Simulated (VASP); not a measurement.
Computed with PBE GGA, VASP's PBE PAW potentials (set 64) (plane waves; VASP).

The input files of a VASP run:

### POSCAR
```
Ni3Si
1
    3.5180730000     0.0000000000     0.0000000000
    0.0000000000     3.5180730000     0.0000000000
    0.0000000000     0.0000000000     3.5180730000
Si Ni
1 3
Direct
  0.0000000000   0.0000000000   0.0000000000
  0.0000000000   0.5000000000   0.5000000000
  0.5000000000   0.0000000000   0.5000000000
  0.5000000000   0.5000000000   0.0000000000
```

INCAR:
```
SYSTEM = Ni3Si
PREC = Accurate
ENCUT = 300
EDIFF = 1E-6
NELM = 100
ALGO = Normal
LREAL = .FALSE.
LASPH = .TRUE.
ISMEAR = -1
SIGMA = 0.05
GGA = PE
LMAXMIX = 4
LWAVE = .FALSE.
LCHARG = .FALSE.
ISIF = 2
```

File KPOINTS_OPT:
```
k-points along high-symmetry lines
10
Line-mode
Reciprocal
  0.000000   0.000000   0.000000 ! GAMMA
  0.000000   0.500000   0.000000 ! X

  0.000000   0.500000   0.000000 ! X
  0.500000   0.500000   0.000000 ! M

  0.500000   0.500000   0.000000 ! M
  0.000000   0.000000   0.000000 ! GAMMA

  0.000000   0.000000   0.000000 ! GAMMA
  0.500000   0.500000   0.500000 ! R

  0.500000   0.500000   0.500000 ! R
  0.000000   0.500000   0.000000 ! X

  0.500000   0.500000   0.500000 ! R
  0.500000   0.500000   0.000000 ! M
```

File KPOINTS:
```
kpoints
0
gamma
 9 9 9
0 0 0
```

POTCAR, in this order: Si Ni (PBE.64 set). Program: vasp_std.

**Question.** What will the output report for the number of irreducible k-points (NKPTS), largest plane-wave count, number of space-group operations, FFT grid (NGX, NGY, NGZ)?

**Answer.** 
```yaml
number of irreducible k-points (NKPTS): 35
largest_plane_wave_count: 526
number_of_space_group_operations: 48
FFT grid (NGX, NGY, NGZ): 20 × 20 × 20
```

The structure is a typed Ni3Si crystal. The cell was not relaxed at this level. The run is not spin-polarised, so no magnetic state was tried.
